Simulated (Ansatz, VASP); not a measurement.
# Be2Si: VASP beside Ansatz, part 2 of 2

Aim: how closely do two programs agree when they are given the same cell, functional and k mesh? The cell is generated by rule, not measured, and may not be a known phase. The cell is taken from a series of runs on this material, whose earlier steps may have relaxed, scaled, displaced or heated it; both programs get it as it stands.

VASP 6.6.1 and Ansatz 0.2.0.

So far: The starting structure; VASP: zone-centre phonons, PBEsol.

The structure was built from a prototype and need not be the compound's stable phase.

### 3. Ansatz: zone-centre phonons, PBEsol

Level of this step: Ansatz beside VASP: Kohn-Sham DFT, plane waves, PBEsol (Ansatz).

Ansatz runs on its default PAW (the set named soft_2) files.

The same cell, functional and mesh now go to Ansatz, which takes its cutoff from its data sets.

input.yaml reads:

```yaml
crystal:
  lattice:
    - [4.9245737558, 0.0, 0.0]
    - [0.0, 4.9245737558, 0.0]
    - [0.0, 0.0, 4.9245737558]
  atoms:
    - { symbol: Si, position: [0.0, 0.0, 0.0] }
    - { symbol: Si, position: [0.5, 0.5, 0.5] }
    - { symbol: Be, position: [0.25, 0.25, 0.25] }
    - { symbol: Be, position: [0.75, 0.75, 0.25] }
    - { symbol: Be, position: [0.75, 0.25, 0.75] }
    - { symbol: Be, position: [0.25, 0.75, 0.75] }
kpoints:
  mp_grid: { grid: [6, 6, 6] }
hamiltonian:
  xc: pbesol
scf:
  occupations: { method: fixed }
output:
  eigenvalues: true
phonons:
  method: dfpt
  qmesh: [2, 2, 2]
  temperatures: { t_max: 1000, t_step: 50 }
  qpath:
    path:
      - [[0.0, 0.0, 0.0], [0.0, 0.5, 0.0], [0.5, 0.5, 0.0], [0.0, 0.0, 0.0], [0.5, 0.5, 0.5], [0.0, 0.5, 0.0]]
      - [[0.5, 0.5, 0.5], [0.5, 0.5, 0.0]]
    npoints: 10
  non_analytic_term:
    high_frequency_dielectric_tensor: [[11.6237, 0.0, 0.0], [0.0, 11.6237, 0.0], [0.0, 0.0, 11.6237]]
    born_effective_charges:
      - { species: Si, tensor: [[-2.5916, 0.0, 0.0], [0.0, -2.5916, 0.0], [0.0, 0.0, -2.5916]] }
      - { species: Si, tensor: [[-2.5916, 0.0, 0.0], [0.0, -2.5916, 0.0], [0.0, 0.0, -2.5916]] }
      - { species: Be, tensor: [[1.2958, 0.5053, 0.5053], [0.5053, 1.2958, 0.5053], [0.5053, 0.5053, 1.2958]] }
      - { species: Be, tensor: [[1.2958, 0.5053, -0.5053], [0.5053, 1.2958, -0.5053], [-0.5053, -0.5053, 1.2958]] }
      - { species: Be, tensor: [[1.2958, -0.5053, 0.5053], [-0.5053, 1.2958, -0.5053], [0.5053, -0.5053, 1.2958]] }
      - { species: Be, tensor: [[1.2958, -0.5053, -0.5053], [-0.5053, 1.2958, 0.5053], [-0.5053, 0.5053, 1.2958]] }
    source: "zone-centre run at this cell"
```

Command:

```bash
ansatz run input.yaml --threads 8 --pin off --max-ram 14336MiB --backend cpu --events-out ev --progress --plain --runs-dir out
```

Numbers of over 12 decimals in the logs are rounded to 6 here.

The log of the run:

```text
Warning: phonons: the dynamical matrix that this run interpolates holds no multipole term above the dipole-dipole one, and a site of this crystal is no centre of inversion, so its interpolated transverse optical and acoustic branches and sound speeds can stay off near Gamma, and the density of states and the thermodynamics with them. What a run solves at a wave vector of phonons.qpoints, Gamma apart, where the deck admits one, is free of this, and under fd what a larger phonons.supercell samples
Engine: ansatz 0.2.0, aarch64-unknown-linux-gnu
Pseudopotentials: kind: paw
Pseudopotential: Si, paw, valence charge 4, recommended cutoff 420 eV (normal), Si.paw.azcp
Pseudopotential: Be, paw, valence charge 2, recommended cutoff 420 eV (normal), Be.paw.azcp
Functional definition: PBEsol
  exchange = pbesol_x
  correlation = pbesol_c
Crystal: 6 atoms, lattice volume = 119.428 Å³
Basis set: ecut = 420 eV, 2325 PW (Γ), exchange–correlation on 72×72×72 points (8 copies of the dense FFT grid, shifted against one another)
Bands: 14, of which v1, the nominal top of the filled ones, is band 8 counted from 1 (7 counted from 0)
Symmetry: 48 space group operations
k-points: 20 of 216
Non-local potential: Si, projectors of the file, l = 0: 2, l = 1: 2, l = 2: 2
Non-local potential: Be, projectors of the file, l = 0: 2, l = 1: 2, l = 2: 1
PAW form: soft (Blöchl's): semilocal exchange-correlation on the pseudo side does not see the compensation charge
PAW frozen core: Si, regenerated for the run's functional, and the local potential with it (the file was generated under x = pbe(κ = 0.804, μ = 0.219515), c = pbe(β = 0.066725))
PAW frozen core: Be, regenerated for the run's functional, and the local potential with it (the file was generated under x = pbe(κ = 0.804, μ = 0.219515), c = pbe(β = 0.066725))
PAW one-centre angular grid: Si, 110 points (default); XC on 64 Gauss nodes
PAW one-centre angular grid: Be, 110 points (default); XC on 64 Gauss nodes
Initial density: superposition of atomic densities (neutral atoms: chi_scale 0, normalization atom), corrected by the library's trained network
Initial wavefunctions: pseudopotential atomic-orbital guess
Functional: x = pbesol(κ = 0.804, μ = 0.123457), c = pbesol(β = 0.046)
SCF iter   1: F=—  HF=-1598.240014 eV  |F-HF|=—  |Δ(HF+E_count)|=         —  Δρ=3.52e-3  dr2=2.89e-2  ethr=1.77e-3  ⟨swp⟩=5.0  Hψ=1592  notcnv=0  defer=63
preconditioner: auto → Resta (q_TF=auto, 1.952 Å⁻¹)  ε∞=6.0  [insulator: Δε(μ)=0.257 eV  Ē_g=6.091 eV  n_scr=18 (ndim 8)  ℏωp=13.6 eV  f_vac=0.000  ε∞_Penn≈6.0]
SCF iter   2: F=—  HF=-1598.233646 eV  |F-HF|=—  |Δ(HF+E_count)|=   6.37e-3  Δρ=1.69e-3  dr2=6.49e-3  ethr=1.81e-4  ⟨swp⟩=1.4  Hψ=455  notcnv=0  defer=61
SCF iter   3: F=—  HF=-1598.232027 eV  |F-HF|=—  |Δ(HF+E_count)|=   1.62e-3  Δρ=2.98e-4  dr2=1.89e-4  ethr=4.06e-5  ⟨swp⟩=3.0  Hψ=449  notcnv=0  defer=77
SCF iter   4: F=—  HF=-1598.232025 eV  |F-HF|=—  |Δ(HF+E_count)|=   1.71e-6  Δρ=7.02e-5  dr2=4.22e-6  ethr=1.18e-6  ⟨swp⟩=2.1  Hψ=408  notcnv=0  defer=61
SCF iter   5: F=—  HF=-1598.232025 eV  |F-HF|=—  |Δ(HF+E_count)|=   5.00e-7  Δρ=5.29e-6  dr2=2.86e-8  ethr=2.64e-8  ⟨swp⟩=2.7  Hψ=435  notcnv=0  defer=40
SCF iter   6: F=—  HF=-1598.232029 eV  |F-HF|=—  |Δ(HF+E_count)|=   3.21e-6  Δρ=4.84e-7  dr2=3.87e-10  ethr=1.79e-10  ⟨swp⟩=2.0  Hψ=404  notcnv=0  defer=34
SCF iter   7: F=-1598.232029 eV  HF=-1598.232029 eV  |F-HF|=1.36e-12  |Δ(HF+E_count)|=  1.98e-11  Δρ=6.32e-8  dr2=7.18e-12  ethr=1.00e-12  ⟨swp⟩=10.2  Hψ=2216  notcnv=0
SCF 1 converged in 7 iterations: F = -1598.232029 eV  dr2 = 7.18e-12
  greatest PAW one-centre occupation: 0.650 electrons in one spin orbital (limit 2), on the Si atom at site 1 (counted from 0), in its partial waves of l = 0
NSCF: frozen V_eff on 20 k-points
NSCF: frozen V_eff on 68 k-points
DFPT response loops at q = (0, 0, 0) (fractional): preconditioner auto → Resta (q_TF=auto, 1.952 Å⁻¹)  ε∞=13.7 (no band partly filled); β = 1.00, the filter's whole step (`scf.mixing.beta` (0.50) is not read by the response loops at its default; to damp them type it under 1.00, their step now; it binds the ground state too); Broyden in place of MSR1
NSCF: frozen V_eff on 224 k-points
DFPT response loops at q = (0, 0, -0.5) (fractional): mixed as the last ones told, above
NSCF: frozen V_eff on 224 k-points
DFPT response loops at q = (0, -0.5, -0.5) (fractional): mixed as the last ones told, above
NSCF: frozen V_eff on 136 k-points
DFPT response loops at q = (-0.5, -0.5, -0.5) (fractional): mixed as the last ones told, above
SCF converged after 7 iterations
Free energy (F): -1598.232029 eV
Harris-Foulkes:  -1598.232029 eV  (|F-HF|=1.36e-12)
Internal energy: -1598.232029 eV  (E = F + TS)
E sigma→0 (E₀):  -1598.232029 eV
Fermi energy:    1.719952 eV
--- Per-component energies (eV) ---
  E_band       = -15.971855
  E_kinetic    = 142.715120
  E_local      = -133.398349  (includes V_loc(G=0)·N_el)
  E_nonlocal   = 75.716538
  E_hartree    = 36.886750
  E_xc         = -177.859645
  E_vxc        = -163.896185  (∫ρ·V_xc dr)
  E_paw        = -1227.364739  (= ΣΔE_a)
  E_vpaw       = -10.882513  (= ΣTr[D̂ρ^β])
  E_aug_tail   = 0.000010  (compensation charges beyond the density's cutoff)
  E_ewald      = -315.028960
  E_core_change = 0.101247  (= ΣΔE_core)
  E_smearing   = -0.000000  (= −TS)
  E_closure    = 0.000000  (closes the sum)
  Σ components = -1598.232029   (vs F -1598.232029, Δ=0.00e0)
--- Band table (eV; the first three rows and the last of 20) ---
  k-point 0: bands = [... 4 lower, 0.1946, 1.7200, 1.7200, 1.7200, 2.0405, 2.0405, 5.2182, 6.6462, ... 2 higher]
  k-point 1: bands = [... 4 lower, 0.2856, 1.2261, 1.6387, 1.6387, 2.2011, 2.9213, 5.7841, 5.8088, ... 2 higher]
  k-point 2: bands = [... 4 lower, 0.5352, 0.5352, 1.3932, 1.3932, 2.6805, 4.4772, 4.5446, 5.8706, ... 2 higher]
  k-point 19: bands = [... 4 lower, -0.5706, -0.3864, -0.3864, -0.3864, 5.0001, 5.0001, 5.0001, 7.5425, ... 2 higher]
--- Phonons (Γ-DFPT): 2 representative perturbations + reference (Σ response iterations 6) ---
  ASR residual: 2.939e-5 → 0.000e0 eV/Å²; symmetrization residual: 3.785e-8 eV/Å²
  ASR residual per site (eV/Å²): 2.94e-5 2.94e-5 4.69e-6 4.69e-6 4.69e-6 4.69e-6
  Γ frequencies (cm⁻¹): -91.47 -91.47 -91.47 -82.61 -82.61 -82.61 0.00 0.00 0.00 289.03 289.03 318.36 318.36 318.36 734.44 769.45 769.45 769.45
--- Phonons (arbitrary-q DFPT): 4 irreducible q on the 2×2×2 mesh ---
  q = [0.0000, 0.0000, 0.0000] (star 1, of the zone-centre solve; hermiticity 7.16e-9, symmetrization 3.02e-14): -91.47 -91.47 -91.47 -82.61 -82.61 -82.61 0.00 0.00 0.00 289.03 289.03 318.36 318.36 318.36 734.44 769.45 769.45 769.45
  q = [0.0000, 0.0000, -0.5000] (star 3, 4 solved perturbations in 284 linear systems a pass and spin channel, the states on 112 of 216 k-point pairs; hermiticity 1.44e-8, symmetrization 4.14e-15): -79.70 -79.70 -51.35 -51.35 65.95 65.95 114.29 114.29 172.56 172.56 228.97 228.97 322.33 322.33 766.92 766.92 768.35 768.35
  q = [0.0000, -0.5000, -0.5000] (star 3, 4 solved perturbations in 284 linear systems a pass and spin channel, the states on 112 of 216 k-point pairs; hermiticity 1.88e-8, symmetrization 1.91e-15): -85.25 -85.25 -64.62 -64.62 -19.62 -19.62 70.03 70.03 178.51 178.51 239.31 239.31 341.48 341.48 764.54 764.54 770.56 770.56
  q = [-0.5000, -0.5000, -0.5000] (star 1, 2 solved perturbations in 108 linear systems a pass and spin channel, the states on 68 of 216 k-point pairs; hermiticity 4.76e-9, symmetrization 3.56e-14): -96.74 -96.74 -96.74 -42.68 -42.68 -42.68 105.91 105.91 137.31 137.31 137.31 319.54 319.54 319.54 731.21 774.11 774.11 774.11
  sum rule: each row above includes the acoustic sum rule's correction from the zone centre's row sums; it moved no ω² by more than (0.57 cm⁻¹)²
  mesh force constants: q→R imaginary residual 1.98e-17; ASR residual 2.939e-5 → 0.000e0 eV/Å²; symmetrization residual 7.994e-15 eV/Å²
  interpolated dispersion: 63 rows × 18 modes
  density of states and harmonic sums: on the 14×14×14 q-mesh, interpolated from the force constants of a 2×2×2 supercell (with the dipole–dipole term of supplied tensors)
  largest difference from the sums on the solved wave vectors: F 1.91e-1 eV, S 2.39e-4 and C_V 4.77e-5 eV/K
  zero-point energy: 0.295278 eV/cell   skipped modes (ω ≤ 0): 619, of them read as no rigid motion or as one in doubt: 616 (5.071e0 modes/cell left out, lowest -105.32 cm⁻¹)   left out of the sums: 2.82e-1 of the cell's modes: C_V's classical limit lies that fraction below 3 k_B per atom; for a crystal, a wire or a layer, F and S can be off by more, and a phonons.interpolated_qmesh denser along its periods is the remedy for the sampling
```

### 4. Comparison

Known differences besides the potentials themselves: fixed occupations in Ansatz, narrow Gaussian smearing in VASP; VASP's run holds the zone centre alone; the cutoff is 420 eV in Ansatz and 600 eV in VASP; Ansatz makes its cores anew for this functional, VASP keeps those of its PBE data sets. Total energies have different zeros and are not compared.

Both answers:

| quantity | Ansatz | VASP | difference |
| --- | --- | --- | --- |
| optical mode 1 to 3 (imaginary, printed as negative) (cm⁻¹) | -91.5 | -94.5 | +3.0 |
| optical mode 4 to 6 (imaginary, printed as negative) (cm⁻¹) | -82.6 | -85.0 | +2.4 |
| optical mode 7 to 8 (cm⁻¹) | 289.0 | 289.3 | -0.11 % |
| optical mode 9 to 11 (cm⁻¹) | 318.4 | 318.7 | -0.12 % |
| optical mode 12 (cm⁻¹) | 734.4 | 737.3 | -0.39 % |
| optical mode 13 to 15 (cm⁻¹) | 769.5 | 772.1 | -0.34 % |

Modes are paired by rising frequency, not by their patterns, so a pair may set unlike modes beside each other; they are those without the splitting of longitudinal modes.

### 5. What came out

| Item | Value |
| --- | --- |
| r.m.s. difference of the optical zone-centre modes, each program's sorted by frequency (zone-centre phonons, PBEsol) | 2.2 cm⁻¹ |

**Reading.** The r.m.s. difference of the optical zone-centre modes, each program's sorted by frequency is 2.2 cm⁻¹ (zone-centre phonons, PBEsol). Such differences can come from data sets, numerical settings and the points named under the comparisons, not from the functional's error against experiment.

[Lines on the potential files, build, host, timing and source positions are cut from VASP's logs without a mark.]

[Logs are printed without paths, hosts, clocks, repeated set-up lines and the standing remarks that a program may print on its own settings, such as how far it seeks lower states.]

[Hosts, paths, dates, database ids (printed as entryN), source tags and the programs' standing remarks are cut or masked in the printed files.]
